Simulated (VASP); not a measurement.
Computed with PBEsol GGA, VASP's PBE PAW potentials (set 64) (plane waves; VASP).

VASP ran on this input.

INCAR:
```
SYSTEM = KBr(110) slab
PREC = Normal
ENCUT = 400
EDIFF = 1E-5
NELM = 100
ALGO = Normal
LREAL = .FALSE.
LASPH = .TRUE.
ISMEAR = 0
SIGMA = 0.05
GGA = PS
LMAXMIX = 4
LWAVE = .TRUE.
LCHARG = .FALSE.
NELMIN = 4
LDIPOL = .TRUE.
IDIPOL = 3
DIPOL = 0.5 0.5 0.5
IBRION = 2
ISIF = 2
NSW = 50
EDIFFG = -0.03
```

File KPOINTS:
```
Regular mesh
0
Gamma
  5 3 1
0 0 0
```

**POSCAR**
```
KBr(110) slab
1
    4.6370392892     0.0000000000     0.0000000000
    0.0000000000     6.5577635089    -0.0000000000
   -0.0000000000    -0.0000000000    24.1780865531
K Br
4 4
Direct
  0.0000000000   0.0000000000   0.3561600000
  0.5000000000   0.5000000000   0.4520530000
  0.0000000000   0.0000000000   0.5479470000
  0.5000000000   0.5000000000   0.6438400000
  0.5000000000   0.0000000000   0.4520530000
  0.0000000000   0.5000000000   0.3561600000
  0.5000000000   0.0000000000   0.6438400000
  0.0000000000   0.5000000000   0.5479470000
```

POTCAR, in this order: K_sv Br (PBE.64 set). Program: vasp_std.

**Question.** What will the output report for the number of irreducible k-points (NKPTS), largest plane-wave count, number of space-group operations, FFT grid (NGX, NGY, NGZ)?

**Answer.** 
```
Property                                        Value
--------------------------------------  -------------
number of irreducible k-points (NKPTS)              6
largest plane-wave count                        13389
number of space-group operations                    8
FFT grid (NGX, NGY, NGZ)                24 × 32 × 120
```

The cell is a thin slab with vacuum, built from KBr (rock salt): (110) face.
